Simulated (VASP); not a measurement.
The cell holds one Ni (fcc) (111) slab, with vacuum along c, ions free to move until forces fall under 0.03 eV/Å, no reconstruction beyond this cell, dipole correction on.

Here is the system:

```xyz
5
Lattice="2.4619 0.0000 0.0000 -1.2310 2.1321 0.0000 0.0000 0.0000 24.8875" Properties=species:S:1:pos:R:3 pbc="T T T"
Ni     1.2310     0.7107     8.4545
Ni     0.0000     1.4214    10.4323
Ni     0.0000     0.0000    12.4437
Ni     1.2310     0.7107    14.4552
Ni     0.0000     1.4214    16.4329
```
Starting moments (μB, in the order of the record's atoms Ni Ni Ni Ni Ni): 0.8 0.8 0.8 0.8 0.8.

The numbers are results of r2SCAN meta-GGA, VASP's PBE PAW potentials (set 64) (plane waves; VASP), not measurements. Settings: 400 eV cut-off, 13×13×1 Γ-centred mesh, first-order Methfessel-Paxton smearing of 0.10 eV, potentials Ni.

Slab and bulk use different k-meshes, so the surface energy is good to a few per cent at best.

**Question.** Predict its surface energy, work function, band gap (on the k-mesh), cell moment.

**Answer.** 
```yaml
surface_energy: 2.09 J/m²
work_function: 4.89 eV
band gap (on the k-mesh): none (metal, semimetal or under 0.01 eV)
cell_moment: 3.88 μB
```

Measured: work function 5.36 eV (computed value off by -0.47 eV), as given by Richard Tran et al., Surface Science (2019), arXiv:1902.07811.

The cell is a thin slab with vacuum, built from Ni (fcc): (111) face.
